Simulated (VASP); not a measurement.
These are PBEsol GGA, VASP's PBE PAW potentials (set 64) (plane waves; VASP 6.6.1) values and carry that method's errors.

VASP ran on this input.

**POSCAR**
```
CdBr2
1.0
  1.9834367229   1.1451379305   6.4280427388
 -1.9834367229   1.1451379305   6.4280427388
  0.0000000000  -2.2902758610   6.4280427388
Cd Br
1 2
Cart
  0.0000000000   0.0000000000   0.0000000000
  0.0000000000  -0.0000000000  14.4158072393
  0.0000000000  -0.0000000000   4.8683209771
```

**INCAR**
```
SYSTEM = CdBr2
PREC = Accurate
ENCUT = 400
EDIFF = 1E-7
NELM = 100
ALGO = Normal
LREAL = .FALSE.
LASPH = .TRUE.
ISMEAR = 0
SIGMA = 0.01
GGA = PS
LMAXMIX = 4
LWAVE = .FALSE.
LCHARG = .FALSE.
LOPTICS = .TRUE.
NBANDS = 51
NEDOS = 1001
CSHIFT = 0.1
```

**KPOINTS**
```
Regular mesh
0
gamma
 8 8 8
```

POTCAR, in this order: Cd Br (PBE.64 set). Program: vasp_std.

Output

### OSZICAR
```
       N       E                     dE             d eps       ncg     rms          rms(c)
DAV:   1     0.174072490654E+03    0.17407E+03   -0.89084E+03  6838   0.365E+02
DAV:   2     0.151957193888E+01   -0.17255E+03   -0.15654E+03  7798   0.128E+02
DAV:   3    -0.784704977994E+01   -0.93666E+01   -0.92805E+01  7973   0.321E+01
DAV:   4    -0.789011546915E+01   -0.43066E-01   -0.43056E-01  7753   0.222E+00
DAV:   5    -0.789029140765E+01   -0.17594E-03   -0.17594E-03  7864   0.130E-01    0.786E+00
DAV:   6    -0.748658817331E+01    0.40370E+00   -0.25630E-01  7917   0.405E+00    0.623E+00
DAV:   7    -0.744930322990E+01    0.37285E-01   -0.10980E-01  7861   0.116E+00    0.265E+00
DAV:   8    -0.744709702676E+01    0.22062E-02   -0.21912E-02  7692   0.787E-01    0.476E-01
DAV:   9    -0.744689274012E+01    0.20429E-03   -0.11791E-03  7963   0.191E-01    0.184E-01
DAV:  10    -0.744692462035E+01   -0.31880E-04   -0.17973E-04  7529   0.527E-02    0.436E-02
DAV:  11    -0.744693120913E+01   -0.65888E-05   -0.10571E-05  7825   0.147E-02    0.226E-02
DAV:  12    -0.744693357953E+01   -0.23704E-05   -0.16160E-06  7402   0.430E-03    0.104E-02
DAV:  13    -0.744693331861E+01    0.26092E-06   -0.26698E-07  8044   0.173E-03    0.268E-03
DAV:  14    -0.744693334865E+01   -0.30037E-07   -0.81025E-08  7255   0.802E-04
   1 F= -.74469333E+01 E0= -.74469333E+01  d E =-.217299E-34
 imaginary and real dielectric function
```

**OUTCAR**
```
------------------------ aborting loop because EDIFF is reached ----------------------------------------
  FORCE on cell =-STRESS in cart. coord.  units (eV):
  Direction    XX          YY          ZZ          XY          YZ          ZX
  --------------------------------------------------------------------------------------
  Total       -0.0227340     -0.0227340     -0.0541691      0.0000000     -0.0000000      0.0000000
  in kB       -0.4157953     -0.4157955     -0.9907310      0.0000000     -0.0000000      0.0000000
  external PRESSURE =      -0.6074406 kB  Pullay stress =       0.0000000 kB
  volume of cell :       87.60
      direct lattice vectors                 reciprocal lattice vectors
     1.983436723  1.145137931  6.428042739     0.252087699  0.145542875  0.051856117
    -1.983436723  1.145137931  6.428042739    -0.252087699  0.145542875  0.051856117
     0.000000000 -2.290275861  6.428042739     0.000000000 -0.291085750  0.051856117
 POSITION                                       TOTAL-FORCE (eV/Angst)
 -----------------------------------------------------------------------------------
      0.00000      0.00000      0.00000         0.000000      0.000000      0.000000
      0.00000      0.00000     14.41581         0.000000     -0.000000     -0.000530
      0.00000      0.00000      4.86832         0.000000     -0.000000      0.000530
 -----------------------------------------------------------------------------------
    total drift:                                0.000000     -0.000000      0.000000
  FREE ENERGIE OF THE ION-ELECTRON SYSTEM (eV)
  ---------------------------------------------------
  free  energy   TOTEN  =        -7.4469333486 eV

  energy  without entropy=       -7.4469333486  energy(sigma->0) =       -7.44693335

 plasma frequency squared (from intraband transitions) (eV^2)
  --------------------------------------------------------------------------------------
       0.000       0.000       0.000
       0.000       0.000       0.000
       0.000       0.000       0.000

 plasma frequency squared (from interband transitions, int dw w eps(2)(w)) (eV^2)
  --------------------------------------------------------------------------------------
     303.800       0.000       0.000       0.000       0.000       0.000
       0.000       0.000     303.800       0.000      -0.000      -0.000
       0.000      -0.000      -0.000       0.000     303.144       0.000
```
(Selected blocks of OUTCAR.)

OUTCAR:
```
 val. band max:       -0.3793108643   @ k =   0.5000   0.5000   0.5000

 cond. band min:       2.4172757152   @ k =   0.0000   0.0000   0.0000


 Fermi energy:        -0.2961865492

 k-point     1 :       0.0000    0.0000    0.0000
  band No.  band energies     occupation
      1     -14.2299      2.00000
      2     -13.6371      2.00000
      3      -7.3239      2.00000
      4      -7.3239      2.00000
      5      -7.1868      2.00000
      6      -7.0011      2.00000
      7      -7.0011      2.00000
      8      -3.8289      2.00000
      9      -0.8161      2.00000
     10      -0.8161      2.00000
     11      -0.6268      2.00000
     12      -0.4733      2.00000
     13      -0.4733      2.00000
     14       2.4173      0.00000
     15       4.8569      0.00000
     16       7.5920      0.00000
     17       7.5920      0.00000
     18       9.4144      0.00000
     19      10.3891      0.00000
     20      10.3891      0.00000
     21      10.6478      0.00000
     22      12.5518      0.00000
     23      13.2171      0.00000
     24      13.5245      0.00000
     25      13.5245      0.00000
     26      14.3311      0.00000
     27      14.3311      0.00000
     28      14.4289      0.00000
     29      15.9846      0.00000
     30      15.9846      0.00000
     31      17.4259      0.00000
     32      17.8747      0.00000
     33      17.8747      0.00000
     34      18.6409      0.00000
     35      24.6005      0.00000
     36      25.1310      0.00000
     37      25.1310      0.00000
     38      25.3603      0.00000
     39      26.9358      0.00000
     40      26.9359      0.00000
     41      28.1312      0.00000
     42      28.1312      0.00000
     43      28.5630      0.00000
     44      29.3552      0.00000
     45      29.3552      0.00000
     46      29.4445      0.00000
     47      29.9045      0.00000
     48      30.3820      0.00000
     49      30.3820      0.00000
     50      31.0083      0.00000
     51      31.0470      0.00000
...
```

The dielectric response may not be converged in the k-mesh; for small gaps it tends to come out too large.

The structure comes from a computed database's CdBr2 entry (R-3m); how it stands against other phases isn't given here. It was relaxed first.
